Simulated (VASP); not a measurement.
## GePt: structure and properties in VASP

What structure does GePt take at this level, and what are its properties? The steps: relaxing cell and atoms (SCAN), second relaxation, density, ELF and potential (SCAN), bands along the symmetry lines (SCAN), density of states (SCAN), vibrations at Γ (SCAN) and field gradients at the nuclei (SCAN). The start is a cell from a database of measured crystal structures.

Program: VASP 6.6.1. Level of theory: SCAN; plane waves and PAW (Ge_d, Pt). Results are calculated unless marked as measured.

## (1) The starting structure

Before any relaxation, the start is as follows. It takes space group Pnma (No. 62, orthorhombic). The conventional cell has a = 5.719 Å, b = 3.697 Å, c = 6.084 Å, α = 90.00°, β = 90.00°, γ = 90.00°. Nearest to Ge lie 6 Pt at 2.48 to 2.65 Å. Nearest to Pt lie 6 Ge at 2.48 to 2.65 Å. Farther neighbours are not listed.

Structure file:

```xyz
8
Lattice="5.7190 0.0000 0.0000 0.0000 3.6970 0.0000 0.0000 0.0000 6.0840" Properties=species:S:1:pos:R:3 pbc="T T T"
Ge    1.0580    0.9243    3.5896
Ge    1.8015    2.7728    0.5476
Ge    3.9175    0.9243    5.5364
Ge    4.6610    2.7728    2.4944
Pt    5.7161    0.9243    1.1608
Pt    2.8624    2.7728    4.2028
Pt    2.8566    0.9243    1.8812
Pt    0.0029    2.7728    4.9232
```

## (2) Relaxing cell and atoms (SCAN)

The start need not lie at this functional's minimum. ISIF = 3 frees volume, shape and positions, and EDIFFG sets the threshold on forces and stress at which the search stops. SCAN adds the kinetic-energy density; it is numerically more delicate than r2SCAN.

File INCAR:

```
SYSTEM = GePt
PREC = Accurate
ENCUT = 410
EDIFF = 1E-06
NELM = 100
ISMEAR = 0
SIGMA = 0.05
LREAL = .FALSE.
ALGO = Normal
METAGGA = SCAN
LASPH = .TRUE.
NBANDS = 59
LORBIT = 11
LWAVE = .FALSE.
LCHARG = .FALSE.
KPAR = 4
IBRION = 2
NSW = 60
ISIF = 3
EDIFFG = -0.01
```

File POSCAR:

```
GePt
1.0
    5.7190000000      0.0000000000      0.0000000000
    0.0000000000      3.6970000000      0.0000000000
    0.0000000000      0.0000000000      6.0840000000
Ge Pt
4 4
Direct
    0.1850000000      0.2500000000      0.5900000000
    0.3150000000      0.7500000000      0.0900000000
    0.6850000000      0.2500000000      0.9100000000
    0.8150000000      0.7500000000      0.4100000000
    0.9995000000      0.2500000000      0.1908000000
    0.5005000000      0.7500000000      0.6908000000
    0.4995000000      0.2500000000      0.3092000000
    0.0005000000      0.7500000000      0.8092000000
```

File KPOINTS:

```
Automatic mesh
0
Gamma
5 7 5
0 0 0
```

PAW data sets: Ge_d and Pt (PBE family, release 64).

Command:

```console
mpirun -np 4 vasp_std
```

The log of the run:

```text
[banner, memory and clock lines left out]
running    4 mpi-ranks, on    1 nodes
 distrk:  each k-point on    1 cores,    4 groups
 distr:  one band on    1 cores,    1 groups

 POSCAR found type information on POSCAR GePt
 POSCAR found :  2 types and       8 ions
|                                                                             |
|               ----> ADVICE to this user running VASP <----                  |
|                                                                             |
|     You enforced a specific xc type in the INCAR file but a different       |
|     [... a line on the potential file left out ...]
|     I HOPE YOU KNOW WHAT YOU ARE DOING!                                     |
|                                                                             |

 LDA part: xc-table for (None), standard interpolation
 POSCAR, INCAR and KPOINTS ok, starting setup
 FFT: planning ... GRIDC
 FFT: planning ... GRID_SOFT
 FFT: planning ... GRID
 WAVECAR not read
 entering main loop
       N       E                     dE             d eps       ncg     rms          rms(c)
DAV:   1     0.802993610495E+03    0.80299E+03   -0.36936E+04  5671   0.379E+03
DAV:   2    -0.170116616080E+03   -0.97311E+03   -0.92837E+03  4248   0.969E+02
DAV:   3    -0.365587284937E+03   -0.19547E+03   -0.18338E+03  4524   0.226E+02
DAV:   4    -0.380258572712E+03   -0.14671E+02   -0.14190E+02  5024   0.713E+01
DAV:   5    -0.380698874694E+03   -0.44030E+00   -0.43822E+00  4784   0.128E+01    0.198E+01
DAV:   6    -0.361951080359E+03    0.18748E+02   -0.62747E+00  4438   0.145E+01    0.113E+01
DAV:   7    -0.362116150971E+03   -0.16507E+00   -0.13708E+00  4839   0.683E+00    0.514E+00
DAV:   8    -0.362093520052E+03    0.22631E-01   -0.42744E-01  5173   0.398E+00    0.503E-01
DAV:   9    -0.362095449902E+03   -0.19298E-02   -0.76303E-02  4603   0.173E+00    0.525E-01
DAV:  10    -0.362092732583E+03    0.27173E-02   -0.13845E-02  4707   0.656E-01    0.100E-01
DAV:  11    -0.362093120019E+03   -0.38744E-03   -0.17530E-03  4994   0.234E-01    0.461E-02
DAV:  12    -0.362093056470E+03    0.63549E-04   -0.22821E-04  5105   0.105E-01    0.238E-02
DAV:  13    -0.362093065299E+03   -0.88288E-05   -0.69753E-05  4821   0.494E-02    0.669E-03
DAV:  14    -0.362093061664E+03    0.36350E-05   -0.10000E-05  4769   0.185E-02    0.375E-03
DAV:  15    -0.362093057279E+03    0.43848E-05   -0.11683E-06  2423   0.750E-03    0.127E-03
DAV:  16    -0.362093054634E+03    0.26450E-05   -0.31318E-07  2370   0.398E-03    0.581E-04
DAV:  17    -0.362093053684E+03    0.94996E-06   -0.13294E-07  2370   0.297E-03
   1 F= -.36209305E+03 E0= -.36209138E+03  d E =-.362093E+03
 curvature:   0.00 expect dE= 0.000E+00 dE for cont linesearch  0.000E+00
 trial: gam= 0.00000 g(F)=  0.943E-02 g(S)=  0.751E-01 ort = 0.000E+00 (trialstep = 0.100E+01)
 search vector abs. value=  0.845E-01
 bond charge predicted
       N       E                     dE             d eps       ncg     rms          rms(c)
DAV:   1    -0.363080313778E+03   -0.98726E+00   -0.19935E+01  5586   0.408E+01    0.650E+00
DAV:   2    -0.362333433977E+03    0.74688E+00   -0.24062E+00  5208   0.134E+01    0.325E+00
DAV:   3    -0.362106081248E+03    0.22735E+00   -0.53443E-01  5599   0.570E+00    0.930E-01
DAV:   4    -0.362090390572E+03    0.15691E-01   -0.78074E-02  4402   0.194E+00    0.543E-01
DAV:   5    -0.362079725222E+03    0.10665E-01   -0.13268E-02  4637   0.705E-01    0.323E-01
DAV:   6    -0.362076278351E+03    0.34469E-02   -0.55010E-03  4832   0.535E-01    0.101E-01
DAV:   7    -0.362075629245E+03    0.64911E-03   -0.10159E-03  4600   0.193E-01    0.464E-02
DAV:   8    -0.362075277839E+03    0.35141E-03   -0.20116E-04  5089   0.860E-02    0.105E-02
DAV:   9    -0.362075254838E+03    0.23001E-04   -0.22084E-05  4047   0.288E-02    0.633E-03
DAV:  10    -0.362075239662E+03    0.15176E-04   -0.47561E-06  3889   0.133E-02    0.140E-03
DAV:  11    -0.362075242839E+03   -0.31770E-05   -0.53488E-07  2324   0.557E-03    0.633E-04
DAV:  12    -0.362075244607E+03   -0.17682E-05   -0.12143E-07  2301   0.247E-03    0.356E-04
DAV:  13    -0.362075243434E+03    0.11733E-05   -0.55060E-08  2268   0.223E-03    0.203E-04
DAV:  14    -0.362075244825E+03   -0.13912E-05   -0.22823E-08  2241   0.118E-03    0.956E-05
DAV:  15    -0.362075244633E+03    0.19169E-06   -0.93898E-09  2238   0.749E-04
   2 F= -.36207524E+03 E0= -.36207374E+03  d E =0.178091E-01
[... from here on, the cycles between the ionic steps are left out ...]
   3 F= -.36211194E+03 E0= -.36211034E+03  d E =-.188887E-01
   4 F= -.36211191E+03 E0= -.36211030E+03  d E =-.188536E-01
   5 F= -.36211632E+03 E0= -.36211461E+03  d E =-.441069E-02
   6 F= -.36211714E+03 E0= -.36211536E+03  d E =-.522821E-02
   7 F= -.36211715E+03 E0= -.36211538E+03  d E =-.524392E-02
   8 F= -.36211782E+03 E0= -.36211597E+03  d E =-.670775E-03
   9 F= -.36211791E+03 E0= -.36211601E+03  d E =-.755896E-03
  10 F= -.36211824E+03 E0= -.36211633E+03  d E =-.328782E-03
  11 F= -.36211826E+03 E0= -.36211635E+03  d E =-.354506E-03
  12 F= -.36211830E+03 E0= -.36211638E+03  d E =-.388724E-03
  13 F= -.36211808E+03 E0= -.36211615E+03  d E =0.215039E-03
 trial-energy change:    0.000215  1 .order    0.000019   -0.000257    0.000295
 step:   0.5632(harm=  0.5632)  dis= 0.00086  next Energy=  -362.118356 (dE=-0.598E-04)
 bond charge predicted
       N       E                     dE             d eps       ncg     rms          rms(c)
DAV:   1    -0.362119107765E+03   -0.10277E-02   -0.36117E-02  6428   0.141E+00    0.188E-01
DAV:   2    -0.362118528807E+03    0.57896E-03   -0.23672E-03  4813   0.401E-01    0.921E-02
DAV:   3    -0.362118414240E+03    0.11457E-03   -0.47898E-04  5319   0.167E-01    0.259E-02
DAV:   4    -0.362118365230E+03    0.49010E-04   -0.80194E-05  4413   0.658E-02    0.147E-02
DAV:   5    -0.362118340908E+03    0.24322E-04   -0.13353E-05  3952   0.203E-02    0.885E-03
DAV:   6    -0.362118290213E+03    0.50695E-04   -0.50287E-06  4214   0.177E-02    0.269E-03
DAV:   7    -0.362118275294E+03    0.14919E-04   -0.82366E-07  2217   0.607E-03    0.109E-03
DAV:   8    -0.362118269389E+03    0.59047E-05   -0.15255E-07  2163   0.282E-03    0.377E-04
DAV:   9    -0.362118266694E+03    0.26951E-05   -0.47493E-08  2154   0.141E-03    0.178E-04
DAV:  10    -0.362118265714E+03    0.98045E-06   -0.13958E-08  2154   0.966E-04
  14 F= -.36211827E+03 E0= -.36211634E+03  d E =0.300942E-04
 curvature:  -0.50 expect dE=-0.156E-04 dE for cont linesearch -0.756E-07
 trial: gam= 0.33870 g(F)=  0.104E-04 g(S)=  0.205E-04 ort =-0.755E-05 (trialstep = 0.108E+01)
 search vector abs. value=  0.694E-04
 reached required accuracy - stopping structural energy minimisation
```

Run time: 11 min. Hardware: 4 MPI ranks of Intel Xeon 6975P-C (Granite Rapids), shared host; peak memory 1.2 GiB.

Lines that name or quote the potential files are left out of all logs, and their timing lines are given in words.

From OUTCAR (step 2):

```text
ion  position               nearest neighbor table
   1  0.185  0.250  0.590-   7 2.48   8 2.51   8 2.51   5 2.65   6 2.65   6 2.65
   2  0.315  0.750  0.090-   8 2.48   7 2.51   7 2.51   6 2.65   5 2.65   5 2.65
   3  0.685  0.250  0.910-   5 2.48   6 2.51   6 2.51   7 2.65   8 2.65   8 2.65
   4  0.815  0.750  0.410-   6 2.48   5 2.51   5 2.51   8 2.65   7 2.65   7 2.65
   5  0.999  0.250  0.191-   3 2.48   4 2.51   4 2.51   1 2.65   2 2.65   2 2.65   7 2.95   7 2.95
                             8 2.97   8 2.97
   6  0.501  0.750  0.691-   4 2.48   3 2.51   3 2.51   2 2.65   1 2.65   1 2.65   8 2.95   8 2.95
                             7 2.97   7 2.97
   7  0.499  0.250  0.309-   1 2.48   2 2.51   2 2.51   3 2.65   4 2.65   4 2.65   5 2.95   5 2.95
                             6 2.97   6 2.97
   8  0.001  0.750  0.809-   2 2.48   1 2.51   1 2.51   4 2.65   3 2.65   3 2.65   6 2.95   6 2.95
                             5 2.97   5 2.97

  LATTYP: Found a simple orthorhombic cell.
 ALAT       =     3.6970000000
 B/A-ratio  =     1.5469299432
 C/A-ratio  =     1.6456586421

 Subroutine GETGRP returns: Found  8 space group operations
 (whereof  2 operations were pure point group operations)

The static configuration has the point symmetry S_2 .
 The point group associated with its full space group is D_2h.

 Found     36 irreducible k-points:

   k-points           NKPTS =     36   k-points in BZ     NKDIM =     36   number of bands    NBANDS=     59

   dimension x,y,z NGX =    40 NGY =   24 NGZ =   40
   dimension x,y,z NGXF=    80 NGYF=   48 NGZF=   80

   ENCUT  =  410.0 eV  30.13 Ry    5.49 a.u.   9.44  6.10 10.04*2*pi/ulx,y,z

   NELECT =      96.0000    total number of electrons

 k-points in reciprocal lattice and weights: Automatic mesh
   0.00000000  0.00000000  0.00000000       0.006
   0.20000000  0.00000000  0.00000000       0.011
   0.40000000  0.00000000  0.00000000       0.011
   0.00000000  0.14285714  0.00000000       0.011
   0.20000000  0.14285714  0.00000000       0.023
   0.40000000  0.14285714  0.00000000       0.023
   0.00000000  0.28571429  0.00000000       0.011
   0.20000000  0.28571429  0.00000000       0.023
   0.40000000  0.28571429  0.00000000       0.023
[...]
0.20000000  0.42857143  0.40000000       0.046
   0.40000000  0.42857143  0.40000000       0.046

 average (electrostatic) potential at core
       1 -75.1488       2 -75.1488       3 -75.1488       4 -75.1488       5 -69.6023
       6 -69.6022       7 -69.6023       8 -69.6022

 E-fermi :   9.7650

 k-point     1 :       0.0000    0.0000    0.0000
  band No.  band energies     occupation
    ...
     44       6.8737      2.00000
     45       6.9375      2.00000
     46       7.8845      2.00000
     47       8.1806      2.00000
     48       8.7413      2.00000
     49      10.4126      0.00000
     50      10.9245      0.00000
     51      12.7513      0.00000
     52      13.1675      0.00000
     53      13.3029      0.00000
    ...

 k-point     2 :       0.2000    0.0000    0.0000
  band No.  band energies     occupation
    ...
     44       6.8327      2.00000
     45       6.9307      2.00000
     46       7.8249      2.00000
     47       8.6899      2.00000
     48       8.7990      2.00000
     49      11.0728      0.00000
     50      11.1899      0.00000
     51      12.4156      0.00000
     52      12.8646      0.00000
     53      13.0256      0.00000
    ...

 k-point     3 :       0.4000    0.0000    0.0000
  band No.  band energies     occupation
    ...
     43       6.8346      2.00000
     44       6.9104      2.00000
     45       6.9165      2.00000
     46       7.2454      2.00000
     47       9.2570      2.00000
     48      10.1615      0.00000
     49      10.3424      0.00000
     50      11.7844      0.00000
     51      12.0719      0.00000
     52      12.3771      0.00000
    ...

  Total       -0.0000297     -0.0429973     -0.0394540     -0.0000000      0.0000000      0.0000000
  in kB       -0.0003740     -0.5409644     -0.4963847     -0.0000000      0.0000000      0.0000000
  external PRESSURE =      -0.3459077 kB  Pullay stress =       0.0000000 kB

  energy-cutoff  :      410.00
  volume of cell :      127.35
      direct lattice vectors                 reciprocal lattice vectors
     5.689882014 -0.000000000  0.000000000     0.175750569 -0.000000000  0.000000000
     0.000000000  3.703296315  0.000000000     0.000000000  0.270029702  0.000000000
     0.000000000  0.000000000  6.043544323     0.000000000  0.000000000  0.165465817

 POSITION                                       TOTAL-FORCE (eV/Angst)
 -----------------------------------------------------------------------------------
      1.06357      0.92582      3.56054         0.005088     -0.000000     -0.000042
      1.78137      2.77747      0.53877        -0.005088      0.000000     -0.000042
      3.90851      0.92582      5.50477         0.005088     -0.000000      0.000042
      4.62631      2.77747      2.48300        -0.005088      0.000000      0.000042
      5.67765      0.92582      1.16984        -0.000186      0.000000      0.005299
      2.85717      2.77747      4.19161         0.000186     -0.000000      0.005299
      2.83271      0.92582      1.85193        -0.000186      0.000000     -0.005299
      0.01223      2.77747      4.87371         0.000186     -0.000000     -0.005299
 -----------------------------------------------------------------------------------
    total drift:                               -0.000000      0.000000     -0.000000

  FREE ENERGIE OF THE ION-ELECTRON SYSTEM (eV)
  ---------------------------------------------------
  free  energy   TOTEN  =      -362.1182657136 eV

  energy  without entropy=     -362.1144218712  energy(sigma->0) =     -362.11634379

 reached required accuracy - stopping structural energy minimisation

 total charge
# of ion       s       p       d       tot
------------------------------------------
    1        1.106   1.166  10.108  12.381
    2        1.106   1.166  10.108  12.381
    3        1.106   1.166  10.108  12.381
    4        1.106   1.166  10.108  12.381
    5        0.608   0.602   8.182   9.392
    6        0.608   0.602   8.182   9.392
    7        0.608   0.602   8.182   9.392
    8        0.608   0.602   8.182   9.392
--------------------------------------------------
tot          6.859   7.072  73.160  87.091

[... 3 further parts left out ...]
```

The k-mesh is coarse for a metal. The PAW data sets were made with PBE, which is usual practice but a small mismatch for other functionals. The run keeps the 8 symmetry operations of its start, so it cannot find a distortion of lower symmetry.

Relaxation path:

```csv
step,energy less that of the first step (eV),largest force (eV/Å),pressure (GPa),volume (Å³)
1,0.0000,0.1926,-2.40,128.63
2,0.0178,0.0671,4.81,124.20
3,-0.0189,0.1136,0.53,126.71
4,-0.0189,0.1180,0.35,126.83
5,-0.0233,0.0755,0.15,127.06
6,-0.0241,0.0449,0.00,127.23
7,-0.0241,0.0493,0.01,127.21
8,-0.0248,0.0254,-0.02,127.27
9,-0.0249,0.0344,-0.03,127.30
10,-0.0252,0.0165,0.07,127.25
11,-0.0252,0.0138,0.09,127.25
12,-0.0252,0.0090,0.12,127.23
13,-0.0250,0.0133,-0.20,127.47
14,-0.0252,0.0053,-0.03,127.35
```

```csv
"conventional cell, symmetrised",before,after,change
a (Å),5.719,5.690,-0.5 %
b (Å),3.697,3.703,+0.2 %
c (Å),6.084,6.044,-0.7 %
volume (Å³/atom),16.08,15.92,-1.0 %
```

The atoms that moved most (Å, as changes of fractional coordinates times the final cell):

```csv
atom,dx,dy,dz,length
Pt8,0.009,0.000,-0.017,0.019
Pt6,0.009,0.000,0.017,0.019
Pt5,-0.009,0.000,0.017,0.019
Pt7,-0.009,0.000,-0.017,0.019
Ge1,0.011,0.000,-0.005,0.012
Ge2,-0.011,0.000,-0.005,0.012
Ge4,-0.011,0.000,0.005,0.012
Ge3,0.011,0.000,0.005,0.012
```

Final coordinates:

```
Ge Pt
1.0
     5.68988    0.00000    0.00000
     0.00000    3.70330    0.00000
     0.00000    0.00000    6.04354
Ge Pt
4 4
Direct
  0.18692 0.25000 0.58915
  0.31308 0.75000 0.08915
  0.68692 0.25000 0.91085
  0.81308 0.75000 0.41085
  0.99785 0.25000 0.19357
  0.50215 0.75000 0.69357
  0.49785 0.25000 0.30643
  0.00215 0.75000 0.80643
```

Numbers from this step:

| Item | Value |
| --- | --- |
| electrons | 96 |
| bands | 59 |
| irreducible k-points | 36 |
| symmetry operations | 8 |
| free energy (TOTEN) | -362.1183 eV |
| energy at zero smearing | -362.1163 eV |
| Fermi energy | 9.765 eV |
| pressure | -0.03459 GPa |
| metallic | yes |
| SCF cycles over all ionic steps | 148 |

It ends with a largest force of 0.005 eV/Å and a pressure of -0.03 GPa. The volume lies -1.0 % from that of the database's start, which holds the thermal and zero-point expansion of its experiment.

(Continued in part 2 of 5.)

[Lines on the potential files, build, host, timing and source positions are cut from VASP's logs without a mark.]

[Logs are printed without paths, hosts, clocks, repeated set-up lines and the standing remarks that a program may print on its own settings, such as how far it seeks lower states.]

[Hosts, paths, dates, database ids (printed as entryN), source tags and the programs' standing remarks are cut or masked in the printed files.]

[A measured line is paired with the nearest computed mode of its activity, which favours agreement.]
